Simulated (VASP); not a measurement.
## NaCl: relaxation of the atoms with PBE

The system is NaCl.

```
Na Cl
1.0
     0.00000    2.84885    2.84885
     2.84885    0.00000    2.84885
     2.84885    2.84885    0.00000
Na Cl
1 1
Direct
  0.00000 0.00000 0.00000
  0.50000 0.50000 0.50000
```

```
Program                : VASP 6.6.1
Task                   : relaxation of the atoms
Functional             : PBE
Potentials or basis    : VASP PAW PBE potentials, release 64 (Na_pv, Cl)
Cutoff                 : 600 eV
k mesh                 : 8 × 8 × 8
Occupations            : gaussian, width 0.03 eV
Spin                   : no spin polarisation
Further INCAR settings : ALGO = Normal; EDIFF = 1e-07; IBRION = 2; EDIFFG = -0.01; NSW = 40
```

```
Pressure after relaxing : 0.0 GPa
Band gap on the k mesh  : 4.99 eV, direct
```

Final structure:
```xyz
2
Lattice="0.0000 2.8488 2.8488 2.8488 0.0000 2.8488 2.8488 2.8488 0.0000" Properties=species:S:1:pos:R:3 pbc="T T T"
Na    0.0000    0.0000    0.0000
Cl    2.8488    2.8488    2.8488
```

Levels at points of the mesh, in eV from the valence-band top:
| k point | band 3 | band 4 | band 5 | band 6 | band 7 | band 8 | band 9 | band 10 | band 11 |
| --- | --- | --- | --- | --- | --- | --- | --- | --- | --- |
| (0.00, 0.00, 0.00) | -20.88 | -12.59 | 0.00 | 0.00 | 0.00 | 4.99 | 11.09 | 11.09 | 11.09 |
| (0.50, 0.00, 0.00) | -20.88 | -12.28 | -1.83 | -0.25 | -0.25 | 7.22 | 10.38 | 10.90 | 10.90 |
| (0.50, 0.50, 0.00) | -20.89 | -12.24 | -1.58 | -0.57 | -0.57 | 7.45 | 8.10 | 11.10 | 14.50 |

Run time: 10 s on 1 thread of AMD EPYC 9R45 (Zen 5), on a shared host, peak memory 0.14 GiB.

Caveat: the relaxation stopped at its first step, so nothing moved. A k mesh can miss the band edges.
